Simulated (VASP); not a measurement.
Given:

```
AgI
1.0
    0.00000     3.30168     3.30168
    3.30168     0.00000     3.30168
    3.30168     3.30168     0.00000
Ag I
1 1
Direct
  0.00000   0.00000   0.00000
  0.25000   0.25000   0.25000
```

Level of theory: modified Becke-Johnson potential (mBJ) with spin-orbit coupling, VASP's PBE PAW potentials (set 64) (plane waves; VASP 6.6.1). Run with 350 eV cut-off, 6×6×6 Γ-centred mesh, Gaussian smearing of 0.050 eV, potentials Ag I.

mBJ is a potential without an energy functional, so only the levels count.

### Question
Predict the band gap (over mesh and band path) with the smallest direct gap where there is one.

### Answer

The band gap (over mesh and band path) comes out as 2.57 eV. The smallest direct gap (over mesh and band path) is 2.57 eV.

The absolute energy has meaning only against runs of the same code, potentials and settings.

The compound is AgI in the zinc blende structure, whereas wurtzite is the usual form. It was relaxed first. The cell's shape comes from a PBE relaxation.
